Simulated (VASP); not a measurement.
Given:

```
MgSe
1.0
    0.00000     2.78460     2.78460
    2.78460     0.00000     2.78460
    2.78460     2.78460     0.00000
Mg Se
1 1
Direct
  0.00000   0.00000   0.00000
  0.50000   0.50000   0.50000
```
Cell charge +0.5.

Computed with PBE GGA, VASP's PBE PAW potentials (set 64) (plane waves; VASP). Settings: NELECT = 7.5, 400 eV cut-off, 7×7×7 Γ-centred mesh, Gaussian smearing of 0.050 eV, potentials Mg Se.

The cell is charged, with a uniform compensating background.

Q: Give the stress tensor in GPa (positive for a compressed cell).

A: 
```
-15.58    0.00    0.00
  0.00  -15.58    0.00
  0.00    0.00  -15.58
```
The pressure is its mean diagonal, -15.58 GPa.

The compound is MgSe in the rock salt structure. The cell was not relaxed at this level. The run is one of a series of settings (NELECT = 7.5 against the base run), some of them coarse on purpose.
